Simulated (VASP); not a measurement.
All values below come from PBE GGA, VASP's PBE PAW potentials (set 64) (plane waves; VASP).

A VASP calculation is set up with these files.

File KPOINTS:
```
k-points along high-symmetry lines
10
Line-mode
Reciprocal
  0.000000   0.000000   0.000000 ! GAMMA
  0.500000   0.000000   0.000000 ! M

  0.500000   0.000000   0.000000 ! M
  0.333333   0.333333   0.000000 ! K

  0.333333   0.333333   0.000000 ! K
  0.000000   0.000000   0.000000 ! GAMMA

  0.000000   0.000000   0.000000 ! GAMMA
  0.000000   0.000000   0.500000 ! A

  0.000000   0.000000   0.500000 ! A
  0.500000   0.000000   0.500000 ! L

  0.500000   0.000000   0.500000 ! L
  0.333333   0.333333   0.500000 ! H

  0.333333   0.333333   0.500000 ! H
  0.000000   0.000000   0.500000 ! A

  0.500000   0.000000   0.500000 ! L
  0.500000   0.000000   0.000000 ! M

  0.333333   0.333333   0.500000 ! H
  0.333333   0.333333   0.000000 ! K
```

### INCAR
```
SYSTEM = GaN
PREC = Accurate
ENCUT = 520
EDIFF = 1E-7
NELM = 100
ALGO = Normal
LREAL = .FALSE.
LASPH = .TRUE.
ISMEAR = 0
SIGMA = 0.05
GGA = PE
LMAXMIX = 4
LWAVE = .FALSE.
LCHARG = .FALSE.
LORBIT = 11
ICHARG = 11
```

### POSCAR
```
GaN
1
    3.2195079205     0.0000000000    -0.0000000000
   -1.6097539602     2.7881760675     0.0000000000
    0.0000000000    -0.0000000000     5.2454730408
Ga N
2 2
Direct
  0.3333330000   0.6666670000   0.9991536598
  0.6666670000   0.3333330000   0.4991536598
  0.3333330000   0.6666670000   0.3758463402
  0.6666670000   0.3333330000   0.8758463402
```

POTCAR, in this order: Ga_d N (PBE.64 set). Program: vasp_std. Read from the step before: CHGCAR.

The resulting files:

File OSZICAR:
```
       N       E                     dE             d eps       ncg     rms          rms(c)
DAV:   1     0.270859798333E+03    0.27086E+03   -0.18636E+04  4086   0.306E+03
DAV:   2     0.107004908246E+02   -0.26016E+03   -0.25237E+03  4304   0.540E+02
DAV:   3    -0.219475341658E+02   -0.32648E+02   -0.32120E+02  4578   0.150E+02
DAV:   4    -0.233005554794E+02   -0.13530E+01   -0.13496E+01  5396   0.313E+01
DAV:   5    -0.233211410614E+02   -0.20586E-01   -0.20566E-01  4550   0.362E+00
DAV:   6    -0.233220708456E+02   -0.92978E-03   -0.92972E-03  6092   0.688E-01
DAV:   7    -0.233220803006E+02   -0.94549E-05   -0.94547E-05  4654   0.594E-02
DAV:   8    -0.233220805781E+02   -0.27758E-06   -0.27755E-06  5754   0.926E-03
DAV:   9    -0.233220805839E+02   -0.57826E-08   -0.57963E-08  3284   0.123E-03
   1 F= -.23322081E+02 E0= -.23322081E+02  d E =-.266292E-17
```

OUTCAR:
```
 val. band max:        4.9972202709   @ k =   0.0000   0.0000   0.0000

 cond. band min:       6.7047537868   @ k =   0.0000   0.0000   0.0000



 k-point     1 :       0.0000    0.0000    0.0000
  band No.  band energies     occupation
      1     -10.7290      2.00000
      2      -9.9096      2.00000
      3      -8.4232      2.00000
      4      -8.4088      2.00000
      5      -8.4088      2.00000
      6      -8.3532      2.00000
      7      -8.3532      2.00000
      8      -8.1795      2.00000
      9      -8.1795      2.00000
     10      -8.0898      2.00000
     11      -8.0898      2.00000
     12      -6.8532      2.00000
     13      -1.8580      2.00000
     14       4.0028      2.00000
     15       4.0028      2.00000
     16       4.9602      2.00000
     17       4.9972      2.00000
     18       4.9972      2.00000
     19       6.7048      0.00000
     20       9.0560      0.00000
     21      14.0127      0.00000
     22      14.7198      0.00000

 k-point     2 :       0.0556    0.0000    0.0000
  band No.  band energies     occupation
      1     -10.7001      2.00000
      2      -9.9025      2.00000
      3      -8.4212      2.00000
      4      -8.4046      2.00000
      5      -8.3978      2.00000
      6      -8.3502      2.00000
      7      -8.3476      2.00000
      8      -8.1819      2.00000
      9      -8.1799      2.00000
     10      -8.0946      2.00000
     11      -8.0891      2.00000
     12      -6.8321      2.00000
     13      -1.8153      2.00000
     14       3.7658      2.00000
     15       3.9389      2.00000
     16       4.6632      2.00000
     17       4.9329      2.00000
     18       4.9706      2.00000
     19       7.0158      0.00000
     20       9.2627      0.00000
     21      13.9495      0.00000
     22      14.4675      0.00000

 k-point     3 :       0.1111    0.0000    0.0000
  band No.  band energies     occupation
      1     -10.6171      2.00000
      2      -9.8829      2.00000
...
```

The density is held fixed in this step, so its total energy and stress have no physical meaning.

The structure was generated: GaN was put into the wurtzite type (P6_3mc), which need not be its known phase. It was relaxed first, which changed the volume by +6 %.
